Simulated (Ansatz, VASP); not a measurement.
BaC2: VASP beside Ansatz

```
CELL_PARAMETERS angstrom
-2.07359 2.07359 4.10423
2.07359 -2.07359 4.10423
2.07359 2.07359 -4.10423
ATOMIC_POSITIONS crystal
Ba 0.00000 0.00000 0.00000
C 0.58701 0.58701 0.00000
C 0.41299 0.41299 0.00000
```

Alike in both runs: task single point; functional LDA; k mesh 10 × 10 × 10; occupations gaussian, width 0.05 eV; no spin polarisation.

|  | VASP | Ansatz |
| --- | --- | --- |
| version | VASP 6.6.1 | Ansatz 0.2.0 |
| potentials or method | VASP PAW LDA potentials, release 64 (Ba_sv, C) | scalar-relativistic, plane waves, PAW |
| plane-wave cutoff (eV) | 520 | 420 |
| valence electrons in the cell | 18 | 18 |

|  | VASP | Ansatz | Ansatz less VASP |
| --- | --- | --- | --- |
| gap on the k mesh at the Fermi level (eV) | 0.89 | 0.92 | +0.030 |
| least direct gap on the mesh (eV) | 1.42 | 1.46 | +0.036 |
| pressure (GPa) | -9.1 | -9.7 | -0.67 |
| largest component of the traceless stress (GPa) | 23.76 | 23.46 | -0.297 |
| rms of the force components (eV/Å) | 3.606 | 3.648 | +0.0422 |

Atom by atom the forces differ by 0.042 eV/Å (rms over components).

Caveats: spin-orbit coupling is left out, which moves the levels of the heavy elements; forces of over 1 eV/Å show positions far from the minimum, so gaps and moduli don't describe the material at rest. A hybrid or GW would open this gap; LDA tends to underestimate it. A k mesh can miss the band edges.
